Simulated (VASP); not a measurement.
These are r2SCAN+rVV10, VASP's PBE PAW potentials (set 64) (plane waves; VASP 6.6.1) values and carry that method's errors.

Input for VASP

INCAR:
```
LCHARG=.False.
LWAVE=.False.
ISIF=3   # ions, shape and volume
NELM=100   # most electronic steps
ALGO=Normal   # blocked Davidson
PREC=Accurate
ISMEAR=0   # Gaussian
BPARAM=11.95
LMIXTAU=.True.
EDIFFG=-0.02   # ionic stop
CPARAM=0.0093
LREAL=.False.
METAGGA=R2SCAN
ENCUT=520   # plane-wave cut-off (eV)
SYSTEM=SnO2
NSW=60
LASPH=.True.
IBRION=2
LUSE_VDW=.True.
SIGMA=0.05   # width (eV)
EDIFF=1E-6
LMAXMIX=4   # l cut-off of mixed one-centre charges
```

File KPOINTS:
```
Automatic mesh
0
Gamma
4 4 6
0 0 0
```

**POSCAR**
```
SnO2
1.0
  4.7701778428   0.0000000000   0.0000000000
  0.0000000000   4.7701778428   0.0000000000
  0.0000000000   0.0000000000   3.2197953570
Sn O
2 4
Cartesian
  0.0000000000   4.7701778428   0.0000000000
  2.3850889214   2.3850889214   1.6098976785
  1.4615030886   1.4615030886   0.0000000000
  3.8465920100   0.9235858328   1.6098976785
  0.9235858328   3.8465920100   1.6098976785
  3.3086747542   3.3086747542   0.0000000000
```

POTCAR, in this order: Sn_d O (PBE.64 set). Program: vasp_std.

The resulting files:

### OSZICAR
```
       N       E                     dE             d eps       ncg     rms          rms(c)
DAV:   1     0.603724433736E+03    0.60372E+03   -0.27009E+04  1587   0.265E+03
DAV:   2    -0.111627040912E+01   -0.60484E+03   -0.58204E+03  1684   0.690E+02
DAV:   3    -0.970569266290E+02   -0.95941E+02   -0.95011E+02  1691   0.233E+02
DAV:   4    -0.101820742618E+03   -0.47638E+01   -0.47433E+01  1769   0.568E+01
DAV:   5    -0.101979802680E+03   -0.15906E+00   -0.15901E+00  1943   0.105E+01    0.155E+01
DAV:   6    -0.860415134543E+02    0.15938E+02   -0.16075E+01  2289   0.731E+01    0.678E+00
DAV:   7    -0.821412908816E+02    0.39002E+01   -0.25010E+00  2119   0.162E+01    0.324E+00
DAV:   8    -0.880403796377E+02   -0.58991E+01   -0.17016E+00  1710   0.119E+01    0.218E+00
DAV:   9    -0.833565272540E+02    0.46839E+01   -0.61519E-01  1566   0.696E+00    0.597E-01
DAV:  10    -0.832540608378E+02    0.10247E+00   -0.32215E-01  1782   0.430E+00    0.365E-01
DAV:  11    -0.832593668791E+02   -0.53060E-02   -0.24621E-02  1710   0.153E+00    0.286E-01
DAV:  12    -0.832601416724E+02   -0.77479E-03   -0.61849E-03  2433   0.983E-01    0.980E-02
DAV:  13    -0.832405079754E+02    0.19634E-01   -0.61930E-03  1516   0.715E-01    0.483E-02
DAV:  14    -0.832743588562E+02   -0.33851E-01   -0.96859E-03  1733   0.997E-01    0.707E-02
DAV:  15    -0.832747520023E+02   -0.39315E-03   -0.46079E-04  1803   0.216E-01    0.565E-02
DAV:  16    -0.832747888985E+02   -0.36896E-04   -0.73308E-05  1890   0.849E-02    0.478E-02
DAV:  17    -0.832748829068E+02   -0.94008E-04   -0.62928E-05  1724   0.820E-02    0.141E-02
DAV:  18    -0.832749470947E+02   -0.64188E-04   -0.31968E-05  1913   0.621E-02    0.636E-03
DAV:  19    -0.832749414571E+02    0.56376E-05   -0.16786E-06  1227   0.181E-02    0.442E-03
DAV:  20    -0.832749461419E+02   -0.46848E-05   -0.33866E-06  1443   0.172E-02    0.230E-03
DAV:  21    -0.832749475194E+02   -0.13775E-05   -0.35809E-07   919   0.674E-03    0.187E-03
DAV:  22    -0.832749479428E+02   -0.42342E-06   -0.34585E-07  1024   0.643E-03
   1 F= -.83274948E+02 E0= -.83274948E+02  d E =-.832749E+02
       N       E                     dE             d eps       ncg     rms          rms(c)
DAV:   1    -0.835350285095E+02   -0.26008E+00   -0.66807E+00  1855   0.418E+01    0.357E+00
DAV:   2    -0.833172762712E+02    0.21775E+00   -0.61694E-01  2046   0.963E+00    0.128E+00
DAV:   3    -0.832722730582E+02    0.45003E-01   -0.88164E-02  2022   0.707E+00    0.396E-01
DAV:   4    -0.832636355217E+02    0.86375E-02   -0.22950E-02  2008   0.374E+00    0.864E-02
DAV:   5    -0.832697849207E+02   -0.61494E-02   -0.71793E-03  1517   0.875E-01    0.478E-02
DAV:   6    -0.832694302473E+02    0.35467E-03   -0.43300E-04  1708   0.195E-01    0.345E-02
DAV:   7    -0.832697648550E+02   -0.33461E-03   -0.21421E-04  1509   0.156E-01    0.281E-02
DAV:   8    -0.832696494508E+02    0.11540E-03   -0.14146E-04  1763   0.114E-01    0.172E-02
DAV:   9    -0.832697903610E+02   -0.14091E-03   -0.97329E-05  1530   0.858E-02    0.958E-04
DAV:  10    -0.832698015510E+02   -0.11190E-04   -0.71795E-06  1464   0.247E-02    0.188E-03
DAV:  11    -0.832698013419E+02    0.20903E-06   -0.16857E-07  1122   0.628E-03
   2 F= -.83269801E+02 E0= -.83269801E+02  d E =0.514660E-02
       N       E                     dE             d eps       ncg     rms          rms(c)
DAV:   1    -0.833657666526E+02   -0.95965E-01   -0.22196E+00  1869   0.254E+01    0.200E+00
DAV:   2    -0.832972570100E+02    0.68510E-01   -0.19869E-01  2030   0.530E+00    0.727E-01
DAV:   3    -0.832823729649E+02    0.14884E-01   -0.28809E-02  2006   0.378E+00    0.223E-01
DAV:   4    -0.832805232885E+02    0.18497E-02   -0.75854E-03  1993   0.207E+00    0.479E-02
DAV:   5    -0.832817275017E+02   -0.12042E-02   -0.24110E-03  1542   0.480E-01    0.284E-02
DAV:   6    -0.832815705407E+02    0.15696E-03   -0.12956E-04  1634   0.110E-01    0.215E-02
DAV:   7    -0.832815984070E+02   -0.27866E-04   -0.93273E-05  1495   0.104E-01    0.162E-02
DAV:   8    -0.832816049200E+02   -0.65130E-05   -0.57658E-05  1744   0.739E-02    0.101E-02
DAV:   9    -0.832816423009E+02   -0.37381E-04   -0.24281E-05  1530   0.444E-02    0.767E-04
DAV:  10    -0.832816453538E+02   -0.30528E-05   -0.16907E-06  1160   0.136E-02    0.885E-04
DAV:  11    -0.832816455593E+02   -0.20555E-06   -0.17273E-07   947   0.645E-03
   3 F= -.83281646E+02 E0= -.83281646E+02  d E =-.669762E-02
       N       E                     dE             d eps       ncg     rms          rms(c)
DAV:   1    -0.832816659393E+02   -0.20585E-04   -0.50144E-04  1862   0.371E-01    0.303E-02
DAV:   2    -0.832816468720E+02    0.19067E-04   -0.45981E-05  2045   0.802E-02    0.109E-02
DAV:   3    -0.832816427622E+02    0.41098E-05   -0.52941E-06  1598   0.577E-02    0.353E-03
DAV:   4    -0.832816429826E+02   -0.22036E-06   -0.15504E-06   779   0.289E-02
   4 F= -.83281643E+02 E0= -.83281643E+02  d E =-.669504E-02
       N       E                     dE             d eps       ncg     rms          rms(c)
DAV:   1    -0.832818393151E+02   -0.19655E-03   -0.28941E-01  1544   0.343E+00    0.160E-01
DAV:   2    -0.832822321674E+02   -0.39285E-03   -0.10506E-02  1789   0.731E-01    0.671E-02
DAV:   3    -0.832821087400E+02    0.12343E-03   -0.26787E-04  1802   0.194E-01    0.360E-02
DAV:   4    -0.832819630656E+02    0.14567E-03   -0.28895E-04  1862   0.191E-01    0.901E-03
DAV:   5    -0.832819881140E+02   -0.25048E-04   -0.26857E-04  1488   0.172E-01    0.505E-03
DAV:   6    -0.832821331385E+02   -0.14502E-03   -0.89924E-05  1488   0.905E-02    0.453E-03
DAV:   7    -0.832821381914E+02   -0.50529E-05   -0.34469E-06  1568   0.162E-02    0.125E-03
DAV:   8    -0.832821380295E+02    0.16186E-06   -0.59543E-07   975   0.825E-03
   5 F= -.83282138E+02 E0= -.83282138E+02  d E =-.495047E-03
```

**OUTCAR**
```
------------------------ aborting loop because EDIFF is reached ----------------------------------------
  FORCE on cell =-STRESS in cart. coord.  units (eV):
  Direction    XX          YY          ZZ          XY          YZ          ZX
  --------------------------------------------------------------------------------------
  Total        0.0222981      0.0222981     -0.0074927      0.0000000      0.0000000      0.0000000
  in kB        0.4935755      0.4935755     -0.1658531      0.0000000      0.0000000      0.0000000
  external PRESSURE =       0.2737660 kB  Pullay stress =       0.0000000 kB
  volume of cell :       72.38
      direct lattice vectors                 reciprocal lattice vectors
     4.751238839 -0.000000000  0.000000000     0.210471423 -0.000000000  0.000000000
     0.000000000  4.751238839  0.000000000     0.000000000  0.210471423  0.000000000
     0.000000000  0.000000000  3.206348197     0.000000000  0.000000000  0.311881286
 POSITION                                       TOTAL-FORCE (eV/Angst)
 -----------------------------------------------------------------------------------
      0.00000      0.00000      0.00000         0.000000      0.000000     -0.000000
      2.37562      2.37562      1.60317        -0.000000      0.000000     -0.000000
      1.45237      1.45237      0.00000         0.004666      0.004666     -0.000000
      3.82799      0.92325      1.60317         0.004666     -0.004666      0.000000
      0.92325      3.82799      1.60317        -0.004666      0.004666     -0.000000
      3.29887      3.29887      3.20635        -0.004666     -0.004666      0.000000
 -----------------------------------------------------------------------------------
    total drift:                                0.000000      0.000000      0.000000
  FREE ENERGIE OF THE ION-ELECTRON SYSTEM (eV)
  ---------------------------------------------------
  free  energy   TOTEN  =       -83.2821380295 eV

  energy  without entropy=      -83.2821380295  energy(sigma->0) =      -83.28213803

 reached required accuracy - stopping structural energy minimisation
```
(Selected blocks of OUTCAR.)

### CONTCAR
```
SnO2
   1.00000000000000
     4.7512388387044071   -0.0000000000000000    0.0000000000000000
     0.0000000000000000    4.7512388387044071    0.0000000000000000
     0.0000000000000000    0.0000000000000000    3.2063481965277520
  Sn              O
     2     4
Direct
     0.0000000000000000    0.0000000000000000    0.0000000000000000
     0.5000000000000000    0.5000000000000000    0.5000000000000000
     0.3056820038688685    0.3056820038688685    0.0000000000000000
     0.8056820038688686    0.1943179961311315    0.5000000000000000
     0.1943179961311315    0.8056820038688686    0.5000000000000000
     0.6943179961311314    0.6943179961311314    1.0000000000000000
```

The compound is SnO2 in the rutile structure. This run relaxes it. Symmetry was kept, so distortions that lower it aren't found.
